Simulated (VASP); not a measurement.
Wanted: the native input for a VASP 6.6.1 run.

| Quantity | Value |
| --- | --- |
| Task | relaxation of cell and atoms |
| Functional | PBE |
| Potentials or basis | VASP PAW PBE potentials, release 64 (Li_sv, Bi_d, S) |
| Cutoff | 900 eV |
| k mesh | 5 × 5 × 5 |
| Occupations | fermi-dirac, width 0.05 eV |
| Spin | no spin polarisation |
| Further INCAR settings | ALGO = Normal; EDIFF = 1e-06; IBRION = 2; EDIFFG = -0.01; NSW = 40; ISIF = 3 |

The structure of LiBiS3 lies in POSCAR:

```
LiBiS3
1.0
    4.5614400000      0.0000000000      0.0000000000
    0.0000000000      4.5614400000      0.0000000000
    0.0000000000      0.0000000000      4.5614400000
Li Bi S
1 1 3
Direct
    0.5000000000      0.5000000000      0.5000000000
    0.0000000000      0.0000000000      0.0000000000
    0.5000000000      0.5000000000      0.0000000000
    0.0000000000      0.5000000000      0.5000000000
    0.5000000000      0.0000000000      0.5000000000
```

The cell was built by a generator and needn't be a form met in nature.

One way to write it, as run:

INCAR

```
SYSTEM = LiBiS3
  PREC = Accurate
  ENCUT = 900
  EDIFF = 1E-6
  ISMEAR = -1
  SIGMA = 0.05
  LREAL = .False.
  LASPH = .True.
  NELM = 60
  ALGO = Normal
  ISIF = 3
  LWAVE = .False.
  LCHARG = .False.
  GGA = PE
  IBRION = 2
  NSW = 40
  EDIFFG = -0.01
```

KPOINTS

```
regular mesh
0
Gamma
  5 5 5
  0 0 0
```

Potentials or basis: VASP PAW PBE potentials, release 64 (Li_sv, Bi_d, S).

Launch:

```sh
$ cat potpaw_PBE.64/Li_sv/POTCAR potpaw_PBE.64/Bi_d/POTCAR potpaw_PBE.64/S/POTCAR > POTCAR
$ mpirun -np 1 vasp_std > vasp.out
```

Results of the run:

```json
{
  "Pressure after relaxing": "-0.1 GPa",
  "Band gap on the k mesh": "none (metal or under the smearing width)"
}
```

Caveat: the relaxation stopped at its first step, so nothing moved; spin-orbit coupling is left out, which moves the levels of the heavy elements.

Wall time 40 s on 1 thread of AMD EPYC 9R45 (Zen 5), with other jobs on the host, peak memory 0.3 GiB.
